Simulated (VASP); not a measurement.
Consider the following.

```xyz
2
Lattice="0.0000 3.1854 3.1854 3.1854 0.0000 3.1854 3.1854 3.1854 0.0000" Properties=species:S:1:pos:R:3 pbc="T T T"
Cs     0.0000     0.0000     0.0000
H      3.1854     3.1854     3.1854
```

Calculation: r2SCAN meta-GGA, VASP's PBE PAW potentials (set 64) (plane waves; VASP). Numerical set-up: 400 eV cut-off, 8×8×8 Γ-centred mesh, tetrahedra with Blöchl corrections, potentials Cs_sv H.

Unless said otherwise, spin-orbit coupling is left out, though it shifts the bands of the heavy elements here.

Give the energies of bands 5 to 8 at the high-symmetry points, in eV from the valence-band maximum.

```json
[
 {"band": "5", "Γ": "-1.66", "X": "-1.16", "U": "-0.77", "L": "0.00", "W": "-0.73"},
 {"band": "6", "Γ": "5.69", "X": "3.50", "U": "3.82", "L": "2.66", "W": "4.57"},
 {"band": "7", "Γ": "5.69", "X": "6.09", "U": "5.26", "L": "5.25", "W": "4.57"},
 {"band": "8", "Γ": "5.69", "X": "8.65", "U": "6.85", "L": "5.25", "W": "5.81"}
]
```

The gap is direct, 2.66 eV, from the valence maximum at L to the conduction minimum at L.

The structure comes from a computed database's CsH entry (Fm-3m); how it stands against other phases isn't given here. It was relaxed first.
